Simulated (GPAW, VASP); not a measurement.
An input for GPAW (LDA (Perdew-Wang 92), GPAW PAW datasets LDA (gpaw-data 1.0.1)):

```
from ase import Atoms
from ase.units import GPa
from gpaw import GPAW

atoms = Atoms(['Ga', 'Ge', 'Pt', 'Pt', 'Pt', 'Pt', 'Pt', 'Pt'],
              cell=[[-2.760545, 2.760545, 3.976155],
                    [2.760545, -2.760545, 3.976155],
                    [2.760545, 2.760545, -3.976155]],
              scaled_positions=[[0.000000, 0.000000, 0.000000],
                                [0.500000, 0.500000, 0.000000],
                                [0.943430, 0.943430, 0.395880],
                                [0.056570, 0.452450, 0.000000],
                                [0.547550, 0.547550, 0.604120],
                                [0.452450, 0.056570, 0.000000],
                                [0.500000, 0.000000, 0.500000],
                                [0.000000, 0.500000, 0.500000]],
              pbc=True)

calc = GPAW(mode={'name': 'pw', 'ecut': 600},
            xc='LDA',
            kpts=(5, 5, 5),
            occupations={'name': 'methfessel-paxton', 'width': 0.2, 'order': 0},
            nbands=-14,
            convergence={'forces': 0.001},
            symmetry={'symmorphic': False, 'tolerance': 0.0005},
            maxiter=100)

atoms.calc = calc

energy = atoms.get_potential_energy()
print('Energy (eV):', round(energy, 6))
forces = atoms.get_forces()
print('Forces (eV/Ang):')
print(forces.round(5))
stress = atoms.get_stress()
print('Stress (GPa, Voigt):', (stress / GPa).round(4))
```

Q: Write the VASP files for the same calculation.

A: One set of files that does it:

File KPOINTS:
```
K-points
0
Gamma
 5 5 5
```

POSCAR:
```
GaGePt6
1.0
 -2.7605450000   2.7605450000   3.9761550000
  2.7605450000  -2.7605450000   3.9761550000
  2.7605450000   2.7605450000  -3.9761550000
Ga Ge Pt
1 1 6
direct
  0.0000000000   0.0000000000   0.0000000000
  0.5000000000   0.5000000000   0.0000000000
  0.9434300000   0.9434300000   0.3958800000
  0.0565700000   0.4524500000   0.0000000000
  0.5475500000   0.5475500000   0.6041200000
  0.4524500000   0.0565700000   0.0000000000
  0.5000000000   0.0000000000   0.5000000000
  0.0000000000   0.5000000000   0.5000000000
```

**INCAR**
```
# general
SYSTEM  = GaGePt6
PREC    = Accurate
ENCUT   = 300
LREAL   = .FALSE.
LASPH   = .TRUE.   # aspherical one-centre terms

# electronic loop
EDIFF   = 1E-6   # SCF stop (eV)
NELM    = 100
ALGO    = Normal
LMAXMIX = 6   # l cut-off of mixed one-centre charges

# smearing
ISMEAR  = 0   # Gaussian
SIGMA   = 0.2

# ions
ISIF    = 2   # forces and stress, cell fixed

# output
LWAVE   = .FALSE.
LCHARG  = .FALSE.
```

POTCAR, in this order: Ga_d Ge_d Pt (LDA.64 set). Program: vasp_std.

Both are inputs of real runs that ended normally. What can't carry over is the choice of potentials or basis and its cut-off, and each code's defaults.

VASP's LDA is the Perdew-Zunger fit; the other code's may be Perdew-Wang, which differs slightly.

The structure comes from a computed database's GaGePt6 entry (I-42m); how it stands against other phases isn't given here. The cell was not relaxed at this level, and it may have been scaled.
